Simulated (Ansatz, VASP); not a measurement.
# ZrB2 in two plane-wave programs

One calculation is typed for both programs; each brings its own data sets. How far apart do they land? The cell is taken from a series of runs on this material, whose earlier steps may have relaxed, scaled, displaced or heated it; both programs get it as it stands.

Program: Ansatz 0.2.0. Level of theory: plane waves, with VASP 6.6.1 beside it; relaxation of cell and atoms at PBEsol and relaxation of cell and atoms at r2SCAN with rVV10. Results are calculated unless marked as measured.

**1. The structure**

The structure is hexagonal, space group P6/mmm (No. 191). The conventional cell has a = 3.165 Å, b = 3.165 Å, c = 3.520 Å, α = 90.00°, β = 90.00°, γ = 120.00°. Nearest to Zr lie 12 B at 2.54 Å. B has 3 B at 1.83 Å and 6 Zr at 2.54 Å nearest. Farther neighbours are not listed.

Coordinates:

```
Zr B
1.0
     3.16500    0.00000    0.00000
    -1.58250    2.74097    0.00000
     0.00000    0.00000    3.52000
Zr B
1 2
Direct
  0.00000 0.00000 0.00000
  0.33333 0.66667 0.50000
  0.66667 0.33333 0.50000
```

**2. VASP: relaxation of cell and atoms, PBEsol**

The relaxed volume is the usual yardstick between codes: in a stiff, nearly cubic crystal its relative difference is about their pressure difference at one cell divided by the bulk modulus.

Lines of VASP's logs that name or quote its potential files are left out, and so is its time.

The input, INCAR:

```
SYSTEM = ZrB2
PREC = Accurate
ENCUT = 500
EDIFF = 1E-07
NELM = 120
ISMEAR = -1
SIGMA = 0.05
LREAL = .FALSE.
ALGO = Normal
GGA = PS
NBANDS = 15
LASPH = .TRUE.
LORBIT = 11
LWAVE = .FALSE.
LCHARG = .FALSE.
ISIF = 3
IBRION = 2
NSW = 80
EDIFFG = -0.005
GGA_COMPAT = .FALSE.
NELMIN = 4
KPAR = 2
```

The input, POSCAR:

```
ZrB2
1.0
    3.1650000000      0.0000000000      0.0000000000
   -1.5825000000      2.7409700000      0.0000000000
    0.0000000000      0.0000000000      3.5200000000
Zr B
1 2
Direct
    0.0000000000      0.0000000000      0.0000000000
    0.3333334549      0.6666669099      0.5000000000
    0.6666667275      0.3333334549      0.5000000000
```

The input, KPOINTS:

```
Automatic mesh
0
Gamma
12 12 9
0 0 0
```

PAW data sets: Zr_sv and B (PBE family, release 64).

Run with:

```sh
mpirun -np 2 vasp_std
```

Numbers of over 12 decimals in the logs are rounded to 6 here.

The log of the run:

```text
[banner, memory and clock lines left out]
running    2 mpi-ranks, on    1 nodes
 distrk:  each k-point on    1 cores,    2 groups
 distr:  one band on    1 cores,    1 groups

 POSCAR found type information on POSCAR ZrB
 POSCAR found :  2 types and       3 ions
|                                                                             |
|               ----> ADVICE to this user running VASP <----                  |
|                                                                             |
|     You enforced a specific xc type in the INCAR file but a different       |
|     [... a line on the potential file left out ...]
|     I HOPE YOU KNOW WHAT YOU ARE DOING!                                     |
|                                                                             |

 LDA part: xc-table for (Slater+PW92), standard interpolation
 POSCAR, INCAR and KPOINTS ok, starting setup
 FFT: planning ... GRIDC
 FFT: planning ... GRID_SOFT
 FFT: planning ... GRID
 WAVECAR not read
 entering main loop
       N       E                     dE             d eps       ncg     rms          rms(c)
DAV:   1     0.102627980908E+03    0.10263E+03   -0.95219E+03  2850   0.116E+03
DAV:   2    -0.244124058273E+02   -0.12704E+03   -0.12227E+03  3557   0.301E+02
DAV:   3    -0.288900196213E+02   -0.44776E+01   -0.44534E+01  4669   0.491E+01
DAV:   4    -0.289576403620E+02   -0.67621E-01   -0.67611E-01  3227   0.562E+00
DAV:   5    -0.289594851067E+02   -0.18447E-02   -0.18447E-02  4498   0.598E-01    0.226E+01
DAV:   6    -0.264580074830E+02    0.25015E+01   -0.58262E+00  3541   0.168E+01    0.932E+00
DAV:   7    -0.264079864349E+02    0.50021E-01   -0.68671E-01  4206   0.528E+00    0.326E+00
DAV:   8    -0.264081098406E+02   -0.12341E-03   -0.10147E-01  3443   0.271E+00    0.511E-01
DAV:   9    -0.264041720575E+02    0.39378E-02   -0.21409E-02  3528   0.113E+00    0.199E-01
DAV:  10    -0.264038527355E+02    0.31932E-03   -0.14756E-03  3407   0.366E-01    0.392E-02
DAV:  11    -0.264038578952E+02   -0.51596E-05   -0.68059E-05  3939   0.769E-02    0.109E-02
DAV:  12    -0.264038562548E+02    0.16404E-05   -0.28020E-06  3744   0.120E-02    0.548E-03
DAV:  13    -0.264038560887E+02    0.16608E-06   -0.54957E-07  3984   0.605E-03    0.186E-03
DAV:  14    -0.264038560449E+02    0.43824E-07   -0.32971E-08  1684   0.185E-03
   1 F= -.26403856E+02 E0= -.26402873E+02  d E =-.264039E+02
 curvature:   0.00 expect dE= 0.000E+00 dE for cont linesearch  0.000E+00
 trial: gam= 0.00000 g(F)=  0.524E-43 g(S)=  0.823E-02 ort = 0.000E+00 (trialstep = 0.100E+01)
 search vector abs. value=  0.823E-02
 bond charge predicted
       N       E                     dE             d eps       ncg     rms          rms(c)
DAV:   1    -0.264448758186E+02   -0.41020E-01   -0.13187E+00  3302   0.115E+01    0.271E+00
DAV:   2    -0.264057207545E+02    0.39155E-01   -0.10356E-01  3306   0.347E+00    0.680E-01
DAV:   3    -0.264012105329E+02    0.45102E-02   -0.30740E-02  4438   0.130E+00    0.298E-01
DAV:   4    -0.264020194601E+02   -0.80893E-03   -0.12670E-03  4039   0.255E-01    0.135E-01
DAV:   5    -0.264025954886E+02   -0.57603E-03   -0.13033E-03  4518   0.209E-01    0.983E-02
DAV:   6    -0.264026843226E+02   -0.88834E-04   -0.63789E-05  4525   0.639E-02    0.314E-02
DAV:   7    -0.264026937053E+02   -0.93826E-05   -0.11679E-05  4178   0.283E-02    0.816E-03
DAV:   8    -0.264026944862E+02   -0.78093E-06   -0.40942E-07  3257   0.680E-03    0.352E-03
DAV:   9    -0.264026947606E+02   -0.27435E-06   -0.81608E-08  2091   0.340E-03    0.848E-04
DAV:  10    -0.264026948206E+02   -0.60067E-07   -0.12561E-08  1544   0.114E-03
   2 F= -.26402695E+02 E0= -.26401739E+02  d E =0.116122E-02
 trial-energy change:    0.001161  1 .order    0.001227   -0.008231    0.010685
 step:   0.4403(harm=  0.4351)  dis= 0.00000  next Energy=   -26.405674 (dE=-0.182E-02)
 bond charge predicted
       N       E                     dE             d eps       ncg     rms          rms(c)
DAV:   1    -0.264185354408E+02   -0.15841E-01   -0.40857E-01  3214   0.643E+00    0.151E+00
DAV:   2    -0.264067806660E+02    0.11755E-01   -0.35230E-02  3291   0.202E+00    0.383E-01
DAV:   3    -0.264052643177E+02    0.15163E-02   -0.90632E-03  4474   0.704E-01    0.158E-01
DAV:   4    -0.264054881164E+02   -0.22380E-03   -0.39591E-04  4168   0.139E-01    0.770E-02
DAV:   5    -0.264056577712E+02   -0.16965E-03   -0.38150E-04  4517   0.112E-01    0.514E-02
DAV:   6    -0.264056794219E+02   -0.21651E-04   -0.19606E-05  4614   0.341E-02    0.157E-02
DAV:   7    -0.264056804096E+02   -0.98767E-06   -0.29513E-06  4174   0.140E-02    0.454E-03
DAV:   8    -0.264056802838E+02    0.12576E-06   -0.13611E-07  2310   0.404E-03    0.151E-03
DAV:   9    -0.264056802262E+02    0.57631E-07   -0.26321E-08  1656   0.180E-03
   3 F= -.26405680E+02 E0= -.26404709E+02  d E =-.182418E-02
 curvature:  -0.22 expect dE=-0.336E-06 dE for cont linesearch -0.873E-09
 trial: gam=-0.00051 g(F)=  0.467E-42 g(S)=  0.154E-05 ort = 0.575E-05 (trialstep = 0.888E+00)
 search vector abs. value=  0.154E-05
 reached required accuracy - stopping structural energy minimisation
```

From OUTCAR (step 2):

```text
ion  position               nearest neighbor table
   1  0.000  0.000  0.000-   3 2.54   3 2.54   2 2.54   2 2.54   2 2.54   2 2.54   3 2.54   3 2.54
                             3 2.54   3 2.54   2 2.54   2 2.54
   2  0.333  0.667  0.500-   3 1.83   3 1.83   3 1.83   1 2.54   1 2.54   1 2.54   1 2.54   1 2.54
                             1 2.54
   3  0.667  0.333  0.500-   2 1.83   2 1.83   2 1.83   1 2.54   1 2.54   1 2.54   1 2.54   1 2.54
                             1 2.54

  LATTYP: Found a hexagonal cell.
 ALAT       =     3.1650000000
 C/A-ratio  =     1.1121642970

 Subroutine GETGRP returns: Found 24 space group operations
 (whereof 24 operations were pure point group operations)

The static configuration has the point symmetry D_6h.

 Found     95 irreducible k-points:

   k-points           NKPTS =     95   k-points in BZ     NKDIM =     95   number of bands    NBANDS=     15

   dimension x,y,z NGX =    24 NGY =   24 NGZ =   28
   dimension x,y,z NGXF=    48 NGYF=   48 NGZF=   56

   ENCUT  =  500.0 eV  36.75 Ry    6.06 a.u.   5.77  5.77  6.42*2*pi/ulx,y,z

   NELECT =      18.0000    total number of electrons

 k-points in reciprocal lattice and weights: Automatic mesh
   0.00000000  0.00000000  0.00000000       0.001
   0.08333333  0.00000000  0.00000000       0.005
   0.16666667  0.00000000  0.00000000       0.005
   0.25000000  0.00000000  0.00000000       0.005
   0.33333333  0.00000000  0.00000000       0.005
   0.41666667  0.00000000  0.00000000       0.005
   0.50000000  0.00000000  0.00000000       0.002
   0.08333333  0.08333333  0.00000000       0.005
   0.16666667  0.08333333  0.00000000       0.009
[...]
0.33333333  0.25000000  0.44444444       0.019
   0.33333333  0.33333333  0.44444444       0.003

 average (electrostatic) potential at core
       1 -72.3478       2 -21.9130       3 -21.9130

 E-fermi :  10.6719

 k-point     1 :       0.0000    0.0000    0.0000
  band No.  band energies     occupation
    ...
      5      -2.1658      2.00000
      6       7.9359      2.00000
      7       7.9359      2.00000
      8       7.9483      2.00000
      9       8.3037      2.00000
     10      14.0641      0.00000
     11      14.0641      0.00000
     12      14.8920      0.00000
     13      14.8920      0.00000
     14      15.5932      0.00000
    ...

 k-point     2 :       0.0833    0.0000    0.0000
  band No.  band energies     occupation
    ...
      5      -2.0241      2.00000
      6       7.5317      2.00000
      7       7.9432      2.00000
      8       8.0840      2.00000
      9       8.1405      2.00000
     10      13.9743      0.00000
     11      14.0446      0.00000
     12      14.2944      0.00000
     13      14.3542      0.00000
     14      16.1931      0.00000
    ...

 k-point     3 :       0.1667    0.0000    0.0000
  band No.  band energies     occupation
    ...
      5      -1.6163      2.00000
      6       6.5737      2.00000
      7       7.7552      2.00000
      8       7.9312      2.00000
      9       8.3887      2.00000
     10      13.0777      0.00000
     11      13.7423      0.00000
     12      13.9935      0.00000
     13      14.6381      0.00000
     14      16.8700      0.00000
    ...

  Total        0.0034241      0.0034241     -0.0085123      0.0000000     -0.0000000      0.0000000
  in kB        0.1812353      0.1812353     -0.4505568      0.0000000     -0.0000000      0.0000000
  external PRESSURE =      -0.0293621 kB  Pullay stress =       0.0000000 kB

  energy-cutoff  :      500.00
  volume of cell :       30.27
      direct lattice vectors                 reciprocal lattice vectors
     3.155445200  0.000000000 -0.000000000     0.316912491  0.182969539  0.000000000
    -1.577722600  2.732695304  0.000000000     0.000000000  0.365939078  0.000000000
     0.000000000 -0.000000000  3.510404745     0.000000000 -0.000000000  0.284867436

 POSITION                                       TOTAL-FORCE (eV/Angst)
 -----------------------------------------------------------------------------------
      0.00000     -0.00000      3.51040        -0.000000      0.000000     -0.000000
     -0.00000      1.82180      1.75520         0.000000     -0.000000      0.000000
      1.57772      0.91090      1.75520        -0.000000      0.000000     -0.000000
 -----------------------------------------------------------------------------------
    total drift:                               -0.000000     -0.000038      0.000000

  FREE ENERGIE OF THE ION-ELECTRON SYSTEM (eV)
  ---------------------------------------------------
  free  energy   TOTEN  =       -26.4056802262 eV

  energy  without entropy=      -26.4037375747  energy(sigma->0) =      -26.40470890

 reached required accuracy - stopping structural energy minimisation

 total charge
# of ion       s       p       d       tot
------------------------------------------
    1        2.173   6.032   1.803  10.009
    2        0.665   1.249   0.000   1.913
    3        0.665   1.249   0.000   1.913
--------------------------------------------------
tot          3.503   8.530   1.803  13.836

[... 3 further parts left out ...]
```

CONTCAR:

```
ZrB2
   1.00000000000000
     3.1554452000725957    0.0000000000000000   -0.0000000000000000
    -1.5777226000362978    2.7326953041844311    0.0000000000000000
     0.0000000000000000   -0.0000000000000000    3.5104047454073868
  Zr              B
     1     2
Direct
     0.0000000000000000    0.0000000000000000    1.0000000000000000
     0.3333334549000000    0.6666669099000018    0.5000000000000000
     0.6666667275000009    0.3333334549000000    0.5000000000000000
```

The run keeps the 24 symmetry operations of its start, so it cannot find a distortion of lower symmetry.

**3. Ansatz: relaxation of cell and atoms, PBEsol**

Ansatz runs on its default PAW (the set named soft_2) files.

The same cell, functional, mesh and smearing now go to Ansatz, which takes its cutoff from its data sets.

The input, input.yaml:

```yaml
crystal:
  lattice:
    - [3.165, 0.0, 0.0]
    - [-1.5825, 2.740970403, 0.0]
    - [0.0, 0.0, 3.52]
  atoms:
    - { symbol: Zr, position: [0.0, 0.0, 0.0] }
    - { symbol: B, position: [0.3333333333, 0.6666666667, 0.5] }
    - { symbol: B, position: [0.6666666667, 0.3333333333, 0.5] }
kpoints:
  mp_grid: { grid: [12, 12, 9] }
scf:
  occupations: { method: fermi_dirac, width: 0.05 }
hamiltonian:
  xc: pbesol
  pseudopotentials: { kind: paw }
relax:
  f_tol: 0.01
  max_steps: 60
  cell: { stress_tol: 0.02 }
output:
  forces: true
  stress: true
```

Run with:

```sh
ansatz run input.yaml --threads 4 --pin off --max-ram 8192MiB --backend cpu --events-out ev --progress --plain --runs-dir out
```

The log of the run:

```text
Engine: ansatz 0.2.0, aarch64-unknown-linux-gnu
Pseudopotentials: kind: paw
Pseudopotential: Zr, paw, valence charge 12, recommended cutoff 420 eV (normal), Zr.paw.azcp
Pseudopotential: B, paw, valence charge 3, recommended cutoff 420 eV (normal), B.paw.azcp
Functional definition: PBEsol
  exchange = pbesol_x
  correlation = pbesol_c
Crystal: 3 atoms, lattice volume = 30.537 Å³
Basis set: ecut = 420 eV, 563 PW (Γ), exchange–correlation on 48×48×48 points (8 copies of the dense FFT grid, shifted against one another)
Bands: 13, of which v1, the nominal top of the filled ones, is band 9 counted from 1 (8 counted from 0)
Symmetry: 24 space group operations
Space group: P6/mmm (ITA 191), of the structure as read, at distance tolerance 3.1e-5 Å
k-points: 95 of 1296
Non-local potential: Zr, projectors of the file, l = 0: 3, l = 1: 2, l = 2: 2, l = 3: 2
Non-local potential: B, projectors of the file, l = 0: 2, l = 1: 2, l = 2: 1
PAW form: soft (Blöchl's): semilocal exchange-correlation on the pseudo side does not see the compensation charge
PAW frozen core: Zr, regenerated for the run's functional, and the local potential with it (the file was generated under x = pbe(κ = 0.804, μ = 0.219515), c = pbe(β = 0.066725))
PAW frozen core: B, regenerated for the run's functional, and the local potential with it (the file was generated under x = pbe(κ = 0.804, μ = 0.219515), c = pbe(β = 0.066725))
PAW one-centre angular grid: Zr, 590 points (default); XC on 64 Gauss nodes
PAW one-centre angular grid: B, 110 points (default); XC on 64 Gauss nodes
Initial density: superposition of atomic densities (neutral atoms: chi_scale 0, normalization atom), corrected by the library's trained network
Initial wavefunctions: pseudopotential atomic-orbital guess
Functional: x = pbesol(κ = 0.804, μ = 0.123457), c = pbesol(β = 0.046)
SCF iter   1: F=—  HF=-4437.225056 eV  |F-HF|=—  |Δ(HF+E_count)|=         —  Δρ=4.87e-3  dr2=1.15e-2  ethr=1.77e-3  ⟨swp⟩=5.0  Hψ=6092  notcnv=0
preconditioner: auto → none  [metal: Δε(μ)=0.172 eV  Ē_g=8.858 eV  σ=0.050 eV  W_gap=0.49  n_scr=8 (ndim 8)  ℏωp=21.2 eV  f_vac=0.000  D(μ)=0.23/eV (n_scr^D=0)  sad-step TF]
SCF iter   2: F=—  HF=-4437.223289 eV  |F-HF|=—  |Δ(HF+E_count)|=   1.77e-3  Δρ=3.27e-3  dr2=6.02e-3  ethr=6.37e-5  ⟨swp⟩=1.0  Hψ=1995  notcnv=0
SCF iter   3: F=—  HF=-4437.221616 eV  |F-HF|=—  |Δ(HF+E_count)|=   1.67e-3  Δρ=8.24e-4  dr2=1.59e-4  ethr=3.35e-5  ⟨swp⟩=2.0  Hψ=1854  notcnv=0
SCF iter   4: F=—  HF=-4437.221561 eV  |F-HF|=—  |Δ(HF+E_count)|=   5.47e-5  Δρ=1.99e-4  dr2=4.69e-6  ethr=8.81e-7  ⟨swp⟩=2.3  Hψ=2001  notcnv=0
SCF iter   5: F=—  HF=-4437.221572 eV  |F-HF|=—  |Δ(HF+E_count)|=   1.12e-5  Δρ=4.02e-5  dr2=4.04e-7  ethr=2.61e-8  ⟨swp⟩=2.0  Hψ=2074  notcnv=0
SCF iter   6: F=-4437.221572 eV  HF=-4437.221572 eV  |F-HF|=1.39e-8  |Δ(HF+E_count)|=   1.47e-7  Δρ=9.44e-6  dr2=1.76e-8  ethr=5.56e-10  ⟨swp⟩=4.0  Hψ=4110  notcnv=0
SCF 1 converged in 6 iterations: F = -4437.221572 eV  dr2 = 1.76e-8
  greatest PAW one-centre occupation: 0.996 electrons in one spin orbital (limit 2), on the Zr atom at site 0 (counted from 0), in its partial waves of l = 0
relax step   1: F+E_penalty+E_count = -4437.22157206 eV  Δ(F+E_penalty+E_count) = +0.000e0 eV  max|allowed force component| = 1.665e-16 eV/Å  Δτ_max = 0.0000 Å  P = -2.511 GPa  Ω = 30.537 Å³  (6 SCF iters, dr2 threshold 1.00e-7 eV, accepted)
[...]
relax step   2: F+E_penalty+E_count = -4437.22369733 eV  Δ(F+E_penalty+E_count) = -2.125e-3 eV  max|allowed force component| = 1.049e-16 eV/Å  Δτ_max = 0.0000 Å  P = +1.053 GPa  Ω = 30.096 Å³  energy of the carried Pulay correction = +5.217e-4 eV  (4 SCF iters, dr2 threshold 3.00e-7 eV, accepted)
[...]
relax step   3: F+E_penalty+E_count = -4437.22432841 eV  Δ(F+E_penalty+E_count) = -6.311e-4 eV  max|allowed force component| = 1.419e-16 eV/Å  Δτ_max = 0.0000 Å  P = +0.091 GPa  Ω = 30.219 Å³  energy of the carried Pulay correction = +3.694e-4 eV  (6 SCF iters, dr2 threshold 3.00e-7 eV, accepted)
[...]
relax step   4: F+E_penalty+E_count = -4437.22436989 eV  Δ(F+E_penalty+E_count) = -4.147e-5 eV  max|allowed force component| = 2.837e-16 eV/Å  Δτ_max = 0.0000 Å  P = -0.033 GPa  Ω = 30.231 Å³  energy of the carried Pulay correction = +3.569e-4 eV  (6 SCF iters, dr2 threshold 1.90e-7 eV, accepted)
[...]
relax step   5: F+E_penalty+E_count = -4437.22437482 eV  Δ(F+E_penalty+E_count) = -4.938e-6 eV  max|allowed force component| = 1.419e-16 eV/Å  Δτ_max = 0.0000 Å  P = +0.000 GPa  Ω = 30.228 Å³  energy of the carried Pulay correction = +3.613e-4 eV  (7 SCF iters, dr2 threshold 4.58e-9 eV, accepted)
[...]
relax step   6: F+E_penalty+E_count = -4437.22402990 eV  Δ(F+E_penalty+E_count) = +3.449e-4 eV  max|allowed force component| = 1.234e-16 eV/Å  Δτ_max = 0.0000 Å  P = -0.013 GPa  Ω = 30.228 Å³  stress off target by 1.38e-2 GPa  SCF on the basis re-selected at this cell (its energy is not comparable with the rows above)  (8 SCF iters)
basis re-selected at this cell: Δ(F+E_penalty+E_count) = +3.449e-4 eV, ΔP = -0.013 GPa vs the last step (what re-selecting the basis moved, of the pressure what is left beyond the Pulay correction that the steps carried, after the strain that the cell walked since its last selection, with what the two solves' SCF thresholds leave and, on support functions, any second-order correction that the steps lacked; it is no m [...]
SCF converged after 8 iterations
Free energy (F): -4437.224030 eV
Harris-Foulkes:  -4437.224030 eV  (|F-HF|=1.82e-12)
Internal energy: -4437.222089 eV  (E = F + TS)
E sigma→0 (E₀):  -4437.223059 eV
Entropy (-TS):   -0.001941 eV (-0.647 meV/atom)
Fermi energy:    16.042934 eV
--- Per-component energies (eV) ---
  E_band       = -21.088227
  E_kinetic    = 436.344782
  E_local      = -549.389537  (includes V_loc(G=0)·N_el)
  E_nonlocal   = 102.321038
  E_hartree    = 173.771766
  E_xc         = -227.985941
  E_vxc        = -271.265181  (∫ρ·V_xc dr)
  E_paw        = -3050.800389  (= ΣΔE_a)
  E_vpaw       = -86.642876  (= ΣTr[D̂ρ^β])
  E_aug_tail   = 0.000016  (compensation charges beyond the density's cutoff)
  E_ewald      = -1321.678966
  E_core_change = 0.195142  (= ΣΔE_core)
  E_smearing   = -0.001941  (= −TS)
  E_closure    = 0.000000  (closes the sum)
  Σ components = -4437.224030   (vs F -4437.224030, Δ=0.00e0)
--- Forces (eV/Å), atoms counted from 1 ---
  atom   1  Zr    -0.00000000    -0.00000000     0.00000000
  atom   2  B     -0.00000000    -0.00000000     0.00000000
  atom   3  B      0.00000000     0.00000000     0.00000000
  max |Σ_I F_I| component: 1.85e-17 eV/Å
--- Stress (GPa, compression-positive) ---
       -0.012219       0.000000       0.000000
       -0.000000      -0.012219       0.000000
        0.000000       0.000000      -0.013845
  P = ⅓ Tr σ = -0.0128 GPa (-0.128 kbar)
--- Relaxed structure (5 steps of the walk, 5 accepted, 1 SCFs on fresh bases) ---
  F+E_penalty+E_count = -4437.22402990 eV   max|allowed force component| = 1.234e-16 eV/Å   (the final SCF, on the basis selected at the relaxed cell)
  cell:  # Å, volume = 30.2276 Å³
    - [3.154259, 0.0, 0.0]
    - [-1.577130, 2.731669, 0.0]
    - [0.0, 0.0, 3.508150]
  atoms:
    - { symbol: Zr, position: [0, 0, 0.0] }
    - { symbol: B, position: [0.333333, 0.666667, 0.5] }
    - { symbol: B, position: [0.666667, 0.333333, 0.5] }
```

**4. Side by side**

Known differences besides the potentials themselves: the cutoff is 420 eV in Ansatz and 500 eV in VASP; Ansatz makes its cores anew for this functional, VASP keeps those of its PBE data sets; Ansatz adds a Pulay correction to the stress that steers its cell, VASP none. Total energies have different zeros and are not compared.

Compared:

| quantity | Ansatz | VASP | difference |
| --- | --- | --- | --- |
| volume (Å³) | 30.23 | 30.27 | -0.14 % |
| edge a after relaxation, in the typed setting (Å) | 3.154 | 3.155 | -0.03 % |
| edge c after relaxation, in the typed setting (Å) | 3.508 | 3.510 | -0.06 % |

(Part 1 of 2 ends here.)

[Lines on the potential files, build, host, timing and source positions are cut from VASP's logs without a mark.]

[Logs are printed without paths, hosts, clocks, repeated set-up lines and the standing remarks that a program may print on its own settings, such as how far it seeks lower states.]

[Hosts, paths, dates, database ids (printed as entryN), source tags and the programs' standing remarks are cut or masked in the printed files.]
